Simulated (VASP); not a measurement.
# What spin-orbit coupling changes in MgAu, part 2 of 3

Aim: run bands, DOS and a relaxation of MgAu twice, without and with spin-orbit coupling. All runs use PBEsol. Left out of this account: 1 further run (self-consistent run: a reference on another mesh). The start is a cell from a database of measured crystal structures.

VASP 6.6.1, plane waves and PAW; the level of theory is named at each step.

Still holding for the runs below: This run has no spin polarisation. Its electron count is odd, so without a moment it is a metal by construction.

So far. Step 2 (Bands along the symmetry lines (PBEsol)): There is no gap at this level.

The database entry behind the starting cell differs from later determinations by our own check (0.1 to 0.3 % short, probably kX units), so it need not match the best structure at ambient conditions.

**3. Band structure (PBEsol + SOC)**

This step: PBEsol, spin-orbit coupling; plane waves and PAW (Mg, Au) (VASP 6.6.1).

The mesh alone shows little of the dispersion and can miss band extrema, so KPOINTS_OPT adds a path through the symmetry points after the self-consistent cycle. Spin-orbit coupling needs spinors and the noncollinear program, where each band holds one electron.

INCAR

```
SYSTEM = MgAu
PREC = Accurate
ENCUT = 400
EDIFF = 1E-06
NELM = 100
ISMEAR = -1
SIGMA = 0.05
LREAL = .FALSE.
ALGO = Normal
GGA = PS
LNONCOLLINEAR = .TRUE.
MAGMOM = 0 0 0 0 0 0
NBANDS = 24
GGA_COMPAT = .FALSE.
LASPH = .TRUE.
LSORBIT = .TRUE.
LMAXMIX = 4
LORBIT = 11
LWAVE = .FALSE.
LCHARG = .FALSE.
KPAR = 2
```

POSCAR

```
MgAu
1.0
    3.2590000000      0.0000000000      0.0000000000
    0.0000000000      3.2590000000      0.0000000000
    0.0000000000      0.0000000000      3.2590000000
Mg Au
1 1
Direct
    0.5000000000      0.5000000000      0.5000000000
    0.0000000000      0.0000000000      0.0000000000
```

KPOINTS

```
Automatic mesh
0
Gamma
10 10 10
0 0 0
```

KPOINTS_OPT

```
Line mode
16
Line-mode
Reciprocal
  0.00000000   0.00000000   0.00000000 GAMMA
  0.00000000   0.50000000   0.00000000 X

  0.00000000   0.50000000   0.00000000 X
  0.50000000   0.50000000   0.00000000 M

  0.50000000   0.50000000   0.00000000 M
  0.00000000   0.00000000   0.00000000 GAMMA

  0.00000000   0.00000000   0.00000000 GAMMA
  0.50000000   0.50000000   0.50000000 R

  0.50000000   0.50000000   0.50000000 R
  0.00000000   0.50000000   0.00000000 X

  0.50000000   0.50000000   0.00000000 M
  0.50000000   0.50000000   0.50000000 R
```

Potentials, in the order of the species: Mg and Au (PBE family, release 64).

Launch:

```console
$ mpirun -np 2 vasp_ncl
```

Log:

```text
[banner, memory and clock lines left out]
running    2 mpi-ranks, on    1 nodes
 distrk:  each k-point on    1 cores,    2 groups
 distr:  one band on    1 cores,    1 groups

 POSCAR found type information on POSCAR MgAu
 POSCAR found :  2 types and       2 ions
 [... a notice as in an earlier step ...]

 LDA part: xc-table for (Slater+PW92), standard interpolation
 POSCAR, INCAR and KPOINTS ok, starting setup
 FFT: planning ... GRIDC
 FFT: planning ... GRID_SOFT
 FFT: planning ... GRID
 WAVECAR not read
 entering main loop
       N       E                     dE             d eps       ncg     rms          rms(c)
DAV:   1     0.491930697460E+02    0.49193E+02   -0.49753E+03  2744   0.768E+02
DAV:   2    -0.665133034182E+01   -0.55844E+02   -0.52623E+02  3216   0.181E+02
DAV:   3    -0.781800106376E+01   -0.11667E+01   -0.11619E+01  3280   0.249E+01
DAV:   4    -0.782348356768E+01   -0.54825E-02   -0.54822E-02  2976   0.197E+00
DAV:   5    -0.782354656440E+01   -0.62997E-04   -0.62995E-04  3272   0.220E-01    0.665E+00
DAV:   6    -0.719572329344E+01    0.62782E+00   -0.20942E+00  2920   0.151E+01    0.370E+00
DAV:   7    -0.717043494797E+01    0.25288E-01   -0.35068E-02  2896   0.176E+00    0.212E+00
DAV:   8    -0.715810102098E+01    0.12334E-01   -0.28018E-03  3216   0.390E-01    0.118E+00
DAV:   9    -0.715569263773E+01    0.24084E-02   -0.97212E-04  3128   0.252E-01    0.666E-02
DAV:  10    -0.715568541660E+01    0.72211E-05   -0.39626E-05  3104   0.601E-02    0.287E-02
DAV:  11    -0.715568347486E+01    0.19417E-05   -0.62227E-06  3064   0.253E-02    0.383E-03
DAV:  12    -0.715568348473E+01   -0.98646E-08   -0.71635E-08  1600   0.264E-03
   1 F= -.71556835E+01 E0= -.71534733E+01  d E =-.442042E-02  mag=    -0.0000     0.0000     0.0000
 Start KPOINTS_OPT (optional k-point list driver)
k-point batch [1-56\96]
       N       E                     dE             ncg
DAV:   1     0.482306660487E+04   -0.70401E+04     2760
DAV:   2     0.156507703496E+04   -0.32580E+04     3208
DAV:   3     0.150459724410E+04   -0.60480E+02     3264
DAV:   4     0.150427612218E+04   -0.32112E+00     2976
DAV:   5     0.150427148730E+04   -0.46349E-02     3264
DAV:   6     0.150427139760E+04   -0.89697E-04     3032
DAV:   7     0.150427139553E+04   -0.20726E-05     2936
DAV:   8     0.150427139544E+04   -0.92709E-07     2040
k-point batch [57-96\96]
       N       E                     dE             ncg
DAV:   1     0.449320885678E+04   -0.15108E+05     1984
DAV:   2     0.243254110809E+04   -0.20607E+04     2232
DAV:   3     0.238500628743E+04   -0.47535E+02     2352
DAV:   4     0.238469700540E+04   -0.30928E+00     2064
DAV:   5     0.238469274699E+04   -0.42584E-02     2384
DAV:   6     0.238469266672E+04   -0.80269E-04     2088
DAV:   7     0.238469266500E+04   -0.17171E-05     2016
DAV:   8     0.238469266491E+04   -0.89246E-07     1416
```

It took 22 s on 2 MPI ranks of Intel Xeon 6975P-C (Granite Rapids), shared host; peak memory 0.5 GiB; 40 s of CPU time.

Parts of OUTCAR (step 3):

```text
The static configuration has the point symmetry O_h .

 Found     56 irreducible k-points:

   k-points           NKPTS =     56   k-points in BZ     NKDIM =     56   number of bands    NBANDS=     24

   NELECT =      13.0000    total number of electrons

 E-fermi :   6.7502

 k-point     1 :       0.0000    0.0000    0.0000
  band No.  band energies     occupation
    ...
      8       2.6223      1.00000
      9       2.6223      1.00000
     10       2.6223      1.00000
     11       3.3323      1.00000
     12       3.3323      1.00000
     13      11.3584      0.00000
     14      11.3584      0.00000
     15      12.4765      0.00000
     16      12.4765      0.00000
     17      12.4765      0.00000
    ...

 k-point     2 :       0.1000    0.0000    0.0000
  band No.  band energies     occupation
    ...
      8       2.5674      1.00000
      9       2.6096      1.00000
     10       2.6096      1.00000
     11       3.2822      1.00000
     12       3.2822      1.00000
     13      10.6932      0.00000
     14      10.6932      0.00000
     15      12.0904      0.00000
     16      12.0904      0.00000
     17      12.6995      0.00000
    ...

  Total       -0.1934407     -0.1934407     -0.1934407      0.0000000      0.0000000     -0.0000000
  in kB       -8.9537576     -8.9537576     -8.9537576      0.0000000      0.0000000     -0.0000000
  external PRESSURE =      -8.9537576 kB  Pullay stress =       0.0000000 kB

  FREE ENERGIE OF THE ION-ELECTRON SYSTEM (eV)
  ---------------------------------------------------
  free  energy   TOTEN  =        -7.1556834847 eV

  energy  without entropy=       -7.1512630686  energy(sigma->0) =       -7.15347328

 Spin-Orbit-Coupling matrix elements
 Ion:    1  E_soc:     -0.0000309
 Ion:    2  E_soc:     -0.5826816

 total charge
# of ion       s       p       d       tot
------------------------------------------
    1        0.175   0.154   0.032   0.361
    2        0.699   0.364   8.666   9.728
--------------------------------------------------
tot          0.874   0.517   8.698  10.089

 magnetization (x)
# of ion       s       p       d       tot
------------------------------------------
    1       -0.000   0.000  -0.000  -0.000
    2       -0.000  -0.000  -0.000  -0.000
--------------------------------------------------
tot         -0.000  -0.000  -0.000  -0.000

 magnetization (y)
# of ion       s       p       d       tot
------------------------------------------
    1        0.000  -0.000  -0.000   0.000
    2       -0.000   0.000  -0.000   0.000
--------------------------------------------------
tot         -0.000   0.000  -0.000   0.000

 magnetization (z)
# of ion       s       p       d       tot
------------------------------------------
    1        0.000  -0.000  -0.000  -0.000
    2        0.000  -0.000  -0.000  -0.000
--------------------------------------------------
tot          0.000  -0.000  -0.000  -0.000

[... 8 parts as in an earlier step ...]

[... 5 further parts left out ...]
```

Numbers from this step:

* SCF cycles: 12
* bands: 24
* free energy (TOTEN): -7.156 eV
* energy at zero smearing: -7.153 eV
* Fermi energy: 6.750 eV
* pressure: -0.8954 GPa

On-site spin-orbit energy by atom:

| atom | on-site spin-orbit energy (eV) |
| --- | --- |
| Mg1 | 0.000 |
| Au2 | -0.583 |

Electronic bands along the path, in eV, zero at the Fermi level; # counts the bands kept:

| point | #11 | #12 | #13 | #14 | #15 | #16 | #17 | #18 |
| --- | --- | --- | --- | --- | --- | --- | --- | --- |
| Γ | -3.42 | -3.42 | 4.61 | 4.61 | 5.73 | 5.73 | 5.73 | 5.73 |
| 0.47 of the way | -3.60 | -3.60 | 1.32 | 1.32 | 6.05 | 6.05 | 6.84 | 6.84 |
| X | -3.66 | -3.66 | -2.41 | -2.41 | 7.48 | 7.48 | 7.92 | 7.92 |
| 0.53 of the way | -2.57 | -2.57 | -2.31 | -2.31 | 3.50 | 3.50 | 5.74 | 5.74 |
| M | -1.71 | -1.71 | -1.07 | -1.07 | -0.58 | -0.58 | 4.02 | 4.02 |
| 0.53 of the way | -3.85 | -3.85 | 1.91 | 1.91 | 2.56 | 2.56 | 7.60 | 7.60 |
| Γ | -3.42 | -3.42 | 4.61 | 4.61 | 5.73 | 5.73 | 5.73 | 5.73 |
| 0.47 of the way | -4.09 | -4.09 | 2.80 | 2.80 | 3.19 | 3.19 | 3.57 | 3.57 |
| R | 0.95 | 0.95 | 2.39 | 2.39 | 2.39 | 2.39 | 2.52 | 2.52 |
| 0.47 of the way | -2.09 | -2.09 | -1.04 | -1.04 | 4.69 | 4.69 | 5.17 | 5.17 |
| X | -3.66 | -3.66 | -2.41 | -2.41 | 7.48 | 7.48 | 7.92 | 7.92 |
| jump to M | -1.71 | -1.71 | -1.07 | -1.07 | -0.58 | -0.58 | 4.02 | 4.02 |
| 0.47 of the way | -0.43 | -0.43 | -0.27 | -0.27 | 0.34 | 0.34 | 4.23 | 4.23 |
| R | 0.95 | 0.95 | 2.39 | 2.39 | 2.39 | 2.39 | 2.52 | 2.52 |

Of the projections kept (Mg, Au), the largest for each band there; the rest of the weight can lie on other orbitals:

| point | #11 | #12 | #13 | #14 | #15 | #16 | #17 | #18 |
| --- | --- | --- | --- | --- | --- | --- | --- | --- |
| Γ | Au 1.00 | Au 1.00 | Au 0.72 | Au 0.72 | Au 0.60 | Au 0.60 | Au 0.60 | Au 0.60 |
| X | Au 1.00 | Au 1.00 | Au 0.98 | Au 0.98 | Mg 1.00 | Mg 1.00 | Au 0.80 | Au 0.80 |
| M | Au 0.74 | Au 0.74 | Au 0.68 | Au 0.68 | Au 0.98 | Au 0.98 | Au 0.57 | Au 0.57 |
| Γ | Au 1.00 | Au 1.00 | Au 0.72 | Au 0.72 | Au 0.60 | Au 0.60 | Au 0.60 | Au 0.60 |
| R | Au 0.91 | Au 0.91 | Au 0.87 | Au 0.87 | Au 0.87 | Au 0.87 | Au 1.00 | Au 1.00 |
| X | Au 1.00 | Au 1.00 | Au 0.98 | Au 0.98 | Mg 1.00 | Mg 1.00 | Au 0.80 | Au 0.80 |

There is no gap at this level. Without the coupling there was no gap either. The run took 3.3 times the core time, with 24 spinor bands against 18.

Of the bands kept, 6 cross the Fermi level on this path (spinor bands, one electron each).

**4. Density of states (PBEsol)**

This step: PBEsol; plane waves and PAW (Mg, Au) (VASP 6.6.1).

Here the states are counted by energy and projected on the atoms.

INCAR

```
SYSTEM = MgAu
PREC = Accurate
ENCUT = 400
EDIFF = 1E-06
NELM = 100
ISMEAR = -5
SIGMA = 0.05
LREAL = .FALSE.
ALGO = Normal
GGA = PS
NBANDS = 18
LASPH = .TRUE.
LORBIT = 11
LWAVE = .FALSE.
LCHARG = .FALSE.
KPAR = 2
NEDOS = 2001
```

POSCAR is that of step 3.

KPOINTS is that of step 3.

Launch:

```console
$ mpirun -np 2 vasp_std
```

Log:

```text
[... set-up lines as in an earlier step ...]
 entering main loop
       N       E                     dE             d eps       ncg     rms          rms(c)
DAV:   1     0.441415448787E+02    0.44142E+02   -0.46535E+03  2096   0.481E+02
DAV:   2    -0.657306915783E+01   -0.50715E+02   -0.47180E+02  2510   0.128E+02
DAV:   3    -0.749748205115E+01   -0.92441E+00   -0.91899E+00  2406   0.161E+01
DAV:   4    -0.750161387428E+01   -0.41318E-02   -0.41271E-02  2398   0.121E+00
DAV:   5    -0.750164921724E+01   -0.35343E-04   -0.35269E-04  2298   0.115E-01    0.584E+00
DAV:   6    -0.689748217955E+01    0.60417E+00   -0.21889E+00  2100   0.968E+00    0.278E+00
DAV:   7    -0.687233506611E+01    0.25147E-01   -0.24572E-02  2142   0.111E+00    0.156E+00
DAV:   8    -0.685819898908E+01    0.14136E-01   -0.46707E-03  2160   0.390E-01    0.931E-02
DAV:   9    -0.685818610599E+01    0.12883E-04   -0.21147E-04  2464   0.798E-02    0.388E-02
DAV:  10    -0.685818386121E+01    0.22448E-05   -0.73250E-06  2306   0.188E-02    0.403E-03
DAV:  11    -0.685818385099E+01    0.10224E-07   -0.62314E-08  1308   0.160E-03
   1 F= -.68581839E+01 E0= -.68581839E+01  d E =0.000000E+00
 -----------------------------------------------------------------------------
|                                                                             |
|           W    W    AA    RRRRR   N    N  II  N    N   GGGG   !!!           |
|           W    W   A  A   R    R  NN   N  II  NN   N  G    G  !!!           |
|           W    W  A    A  R    R  N N  N  II  N N  N  G       !!!           |
|           W WW W  AAAAAA  RRRRR   N  N N  II  N  N N  G  GGG   !            |
|           WW  WW  A    A  R   R   N   NN  II  N   NN  G    G                |
|           W    W  A    A  R    R  N    N  II  N    N   GGGG   !!!           |
|                                                                             |
|     Tetrahedron method does not include variations of the Fermi             |
|     occupations, so forces and stress will be inaccurate. We suggest        |
|     using a different smearing scheme ISMEAR = 1 or 2 for metals in         |
|     relaxations.                                                            |
|                                                                             |
 -----------------------------------------------------------------------------
```

Wall time 4.4 s (2 MPI ranks); peak memory 0.28 GiB.

Parts of OUTCAR (step 4):

```text
The static configuration has the point symmetry O_h .

 Found     56 irreducible k-points:

   NELECT =      13.0000    total number of electrons

 E-fermi :   6.7081

 k-point     1 :       0.0000    0.0000    0.0000
  band No.  band energies     occupation
    ...
      2       0.9328      2.00000
      3       0.9328      2.00000
      4       2.7079      2.00000
      5       2.7079      2.00000
      6       2.7079      2.00000
      7      12.1525      0.00000
      8      12.1525      0.00000
      9      12.1525      0.00000
     10      15.6637      0.00000
     11      15.6637      0.00000
    ...

 k-point     2 :       0.1000    0.0000    0.0000
  band No.  band energies     occupation
    ...
      2       0.9590      2.00000
      3       1.0088      2.00000
      4       2.6328      2.00000
      5       2.6328      2.00000
      6       2.7163      2.00000
      7      10.8853      0.00000
      8      12.3709      0.00000
      9      12.3709      0.00000
     10      15.5204      0.00000
     11      16.2228      0.00000
    ...

  Total       -0.0610064     -0.0610064     -0.0610064      0.0000000      0.0000000      0.0000000
  in kB       -2.8237931     -2.8237931     -2.8237931      0.0000000      0.0000000      0.0000000
  external PRESSURE =      -2.8237931 kB  Pullay stress =       0.0000000 kB

  FREE ENERGIE OF THE ION-ELECTRON SYSTEM (eV)
  ---------------------------------------------------
  free  energy   TOTEN  =        -6.8581838510 eV

  energy  without entropy=       -6.8581838510  energy(sigma->0) =       -6.85818385

 total charge
# of ion       s       p       d       tot
------------------------------------------
    1        0.177   0.154   0.032   0.363
    2        0.699   0.349   8.681   9.729
--------------------------------------------------
tot          0.876   0.503   8.712  10.091

[... 9 parts as in an earlier step ...]

[... 5 further parts left out ...]
```

With tetrahedra the forces and stress of a metal are not exact derivatives of the energy.

This step gave:

| Item | Value |
| --- | --- |
| SCF cycles | 11 |
| bands | 18 |
| free energy (TOTEN) | -6.858 eV |
| Fermi energy | 6.708 eV |
| pressure | -0.2824 GPa |
| DOS at the Fermi level | 0.5575 states/eV/cell |

The density of states has structure finer than the step of the table below, so its rows give means over 0.5 eV, whole bins alone (the curve runs from -10.8 to 7.89 eV). Peaks (eV: height): total -5.48: 7.19, -5.11: 6.43, -4.65: 6.72, -4.35: 7.29; Au d -5.48: 5.52, -5.11: 4.98, -4.65: 5.73, -4.35: 6.35; Au p 0.98: 0.111, 2.33: 0.127, 5.79: 0.149, 6.84: 0.144; Au s -6.76: 0.171, -6.23: 0.170, -5.63: 0.147, -2.33: 0.109; Mg p -5.41: 0.0616, -5.11: 0.049, -4.65: 0.0461, 6.84: 0.0968.

States under -10.8 eV and over 7.9 eV are left out. Table of density of states by energy, zero at the Fermi level; means over each step; values in states/eV/cell:

| energy (eV) | total | Au d | Au p | Au s | Mg p | Mg s |
| --- | --- | --- | --- | --- | --- | --- |
| -9.5 | 0 | 0 | 0 | 0 | 0 | 0 |
| -9.0 | 0.0438 | 4.7e-5 | 2.7e-4 | 0.0145 | 1.1e-4 | 0.00391 |
| -8.5 | 0.154 | 0.00125 | 0.00198 | 0.0498 | 0.00101 | 0.0130 |
| -8.0 | 0.236 | 0.00641 | 0.00479 | 0.0728 | 0.00263 | 0.0180 |
| -7.5 | 0.338 | 0.0235 | 0.00846 | 0.0977 | 0.00536 | 0.0220 |
| -7.0 | 0.536 | 0.0815 | 0.0134 | 0.140 | 0.0112 | 0.0258 |
| -6.5 | 0.901 | 0.292 | 0.0207 | 0.161 | 0.0155 | 0.0372 |
| -6.0 | 1.96 | 1.19 | 0.0262 | 0.0898 | 0.0204 | 0.0690 |
| -5.5 | 4.53 | 3.40 | 0.0390 | 0.116 | 0.0430 | 0.0251 |
| -5.0 | 3.71 | 2.98 | 0.0464 | 0.0205 | 0.0290 | 0.0215 |
| -4.5 | 5.56 | 4.79 | 0.0370 | 0.0597 | 0.0276 | 0.00471 |
| -4.0 | 3.14 | 2.62 | 0.0488 | 0.0609 | 0.0122 | 0.0151 |
| -3.5 | 1.22 | 0.862 | 0.0466 | 0.0557 | 0.0114 | 0.0147 |
| -3.0 | 0.520 | 0.234 | 0.0346 | 0.0684 | 0.0109 | 0.00943 |
| -2.5 | 0.529 | 0.223 | 0.0318 | 0.0934 | 0.0128 | 0.00528 |
| -2.0 | 0.550 | 0.199 | 0.0438 | 0.0935 | 0.0158 | 0.00860 |
| -1.5 | 0.560 | 0.149 | 0.0675 | 0.0712 | 0.0213 | 0.0140 |
| -1.0 | 0.589 | 0.118 | 0.0903 | 0.0535 | 0.0275 | 0.0171 |
| -0.5 | 0.601 | 0.113 | 0.100 | 0.0445 | 0.0302 | 0.0175 |
| 0.0 | 0.557 | 0.102 | 0.0958 | 0.0408 | 0.0277 | 0.0158 |
| 0.5 | 0.536 | 0.0921 | 0.0960 | 0.0400 | 0.0269 | 0.0139 |
| 1.0 | 0.576 | 0.0883 | 0.106 | 0.0479 | 0.0291 | 0.0135 |
| 1.5 | 0.518 | 0.0714 | 0.0983 | 0.0472 | 0.0247 | 0.0123 |
| 2.0 | 0.505 | 0.0655 | 0.0946 | 0.0551 | 0.0210 | 0.0139 |
| 2.5 | 0.630 | 0.0788 | 0.116 | 0.0699 | 0.0256 | 0.0218 |
| 3.0 | 0.548 | 0.0679 | 0.0973 | 0.0605 | 0.0233 | 0.0222 |
| 3.5 | 0.555 | 0.0629 | 0.0975 | 0.0593 | 0.0264 | 0.0238 |
| 4.0 | 0.543 | 0.0586 | 0.0859 | 0.0646 | 0.0273 | 0.0300 |
| 4.5 | 0.901 | 0.125 | 0.105 | 0.0817 | 0.0423 | 0.0945 |
| 5.0 | 1.02 | 0.133 | 0.119 | 0.0670 | 0.0576 | 0.102 |
| 5.5 | 0.990 | 0.118 | 0.129 | 0.0512 | 0.0683 | 0.0713 |
| 6.0 | 0.996 | 0.110 | 0.136 | 0.0417 | 0.0744 | 0.0535 |
| 6.5 | 1.03 | 0.114 | 0.129 | 0.0349 | 0.0848 | 0.0431 |
| 7.0 | 1.08 | 0.109 | 0.133 | 0.0330 | 0.0878 | 0.0400 |
| 7.5 | 0.806 | 0.0807 | 0.103 | 0.0201 | 0.0653 | 0.0320 |

Of the states within 0.3 eV of the Fermi level, the largest shares in the PAW spheres are Au d 18 %, Au p 17 % and Au s 7 %. The rest lies in smaller channels or between the spheres.

[end of part 2 of 3]

[Lines on the potential files, build, host, timing and source positions are cut from VASP's logs without a mark.]

[Logs are printed without paths, hosts, clocks, repeated set-up lines and the standing remarks that a program may print on its own settings, such as how far it seeks lower states.]

[Hosts, paths, dates, database ids (printed as entryN), source tags and the programs' standing remarks are cut or masked in the printed files.]

[A measured line is paired with the nearest computed mode of its activity, which favours agreement.]
